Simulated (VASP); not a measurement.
Level of theory: PBE GGA, VASP's PBE PAW potentials (set 64) (plane waves; VASP 6.6.1).

The input files of a VASP run:

### KPOINTS
```
Automatic mesh
0
Gamma
7 7 7
0 0 0
```

### POSCAR
```
ZnSe
1
   -0.0000000000     2.8698492386     2.8698492386
    2.8698492386     0.0000000000     2.8698492386
    2.8698492386     2.8698492386     0.0000000000
Zn Se
1 1
Direct
  0.0000000000   0.0000000000   0.0000000000
  0.2500000000   0.2500000000   0.2500000000
```

INCAR:
```
SYSTEM=ZnSe
PREC=Accurate; ENCUT=520; LREAL=.FALSE.
LASPH=.TRUE.
EDIFF=1E-6; NELM=100; ALGO=Normal
LMAXMIX=4
ISMEAR=0; SIGMA=0.05
GGA=PE
LWAVE=.FALSE.; LCHARG=.TRUE.
```

POTCAR, in this order: Zn Se (PBE.64 set). Program: vasp_std.

The resulting files:

File OUTCAR:
```
 ion  position               nearest neighbor table
   1  0.000  0.000  0.000-   2 2.49   2 2.49   2 2.49   2 2.49
   2  0.250  0.250  0.250-   1 2.49   1 2.49   1 2.49   1 2.49
  LATTYP: Found a face centered cubic cell.
 ALAT       =     5.7396984772
 Subroutine PRICEL returns:
 Original cell was already a primitive cell.
 Subroutine GETGRP returns: Found 24 space group operations
The static configuration has the point symmetry T_d .
The dynamic configuration has the point symmetry T_d .
 Subroutine INISYM returns: Found 24 space group operations
 Subroutine IBZKPT returns following result:
 Found     20 irreducible k-points:

 Following reciprocal coordinates:
            Coordinates               Weight
  0.000000  0.000000  0.000000      1.000000
  0.142857  0.000000  0.000000      8.000000
  0.285714  0.000000  0.000000      8.000000
  0.428571  0.000000  0.000000      8.000000
  0.142857  0.142857  0.000000      6.000000
  0.285714  0.142857  0.000000     24.000000
  0.428571  0.142857  0.000000     24.000000
 -0.428571  0.142857  0.000000     24.000000
 -0.285714  0.142857  0.000000     24.000000
 -0.142857  0.142857  0.000000     12.000000
  0.285714  0.285714  0.000000      6.000000
  0.428571  0.285714  0.000000     24.000000
 -0.428571  0.285714  0.000000     24.000000
 -0.285714  0.285714  0.000000     12.000000
  0.428571  0.428571  0.000000      6.000000
 -0.428571  0.428571  0.000000     12.000000
  0.428571  0.285714  0.142857     24.000000
 -0.428571  0.285714  0.142857     48.000000
 -0.428571  0.428571  0.142857     24.000000
 -0.285714  0.428571  0.142857     24.000000
   k-points           NKPTS =     20   k-points in BZ     NKDIM =     20   number of bands    NBANDS=     13
   number of dos      NEDOS =    301   number of ions     NIONS =      2
   total plane-waves  NPLWV =  27000
   dimension x,y,z NGX =    30 NGY =   30 NGZ =   30
...
```

**OSZICAR**
```
       N       E                     dE             d eps       ncg     rms          rms(c)
DAV:   1     0.865070411404E+02    0.86507E+02   -0.90403E+03   520   0.152E+03
DAV:   2    -0.436615554696E+00   -0.86944E+02   -0.82568E+02   561   0.274E+02
DAV:   3    -0.626128483997E+01   -0.58247E+01   -0.57922E+01   645   0.706E+01
DAV:   4    -0.632146309823E+01   -0.60178E-01   -0.60162E-01   550   0.764E+00
DAV:   5    -0.632178669036E+01   -0.32359E-03   -0.32359E-03   630   0.542E-01    0.462E+00
DAV:   6    -0.604735423506E+01    0.27443E+00   -0.69491E-01   747   0.285E+01    0.352E+00
DAV:   7    -0.603073006553E+01    0.16624E-01   -0.18690E-01   560   0.435E+00    0.148E+00
DAV:   8    -0.603092252557E+01   -0.19246E-03   -0.42025E-03   605   0.645E-01    0.454E-01
DAV:   9    -0.603120444794E+01   -0.28192E-03   -0.10623E-03   570   0.289E-01    0.692E-02
DAV:  10    -0.603129185588E+01   -0.87408E-04   -0.12852E-04   608   0.114E-01    0.165E-02
DAV:  11    -0.603130802519E+01   -0.16169E-04   -0.29460E-05   573   0.577E-02    0.564E-03
DAV:  12    -0.603130939636E+01   -0.13712E-05   -0.36180E-06   610   0.212E-02    0.407E-03
DAV:  13    -0.603130945398E+01   -0.57617E-07   -0.69761E-07   390   0.948E-03
   1 F= -.60313095E+01 E0= -.60313095E+01  d E =-.422907E-17
```

**OUTCAR**
```
------------------------ aborting loop because EDIFF is reached ----------------------------------------
  FORCE on cell =-STRESS in cart. coord.  units (eV):
  Direction    XX          YY          ZZ          XY          YZ          ZX
  --------------------------------------------------------------------------------------
  Total        0.0045150      0.0045150      0.0045150      0.0000000      0.0000000      0.0000000
  in kB        0.1530250      0.1530250      0.1530250      0.0000000      0.0000000      0.0000000
  external PRESSURE =       0.1530250 kB  Pullay stress =       0.0000000 kB
  volume of cell :       47.27
      direct lattice vectors                 reciprocal lattice vectors
     0.000000000  2.869849239  2.869849239    -0.174225180  0.174225180  0.174225180
     2.869849239  0.000000000  2.869849239     0.174225180 -0.174225180  0.174225180
     2.869849239  2.869849239  0.000000000     0.174225180  0.174225180 -0.174225180
  FREE ENERGIE OF THE ION-ELECTRON SYSTEM (eV)
  ---------------------------------------------------
  free  energy   TOTEN  =        -6.0313094540 eV

  energy  without entropy=       -6.0313094540  energy(sigma->0) =       -6.03130945
```
(Selected blocks of OUTCAR.)

The compound is ZnSe in the zinc blende structure. It was relaxed first.
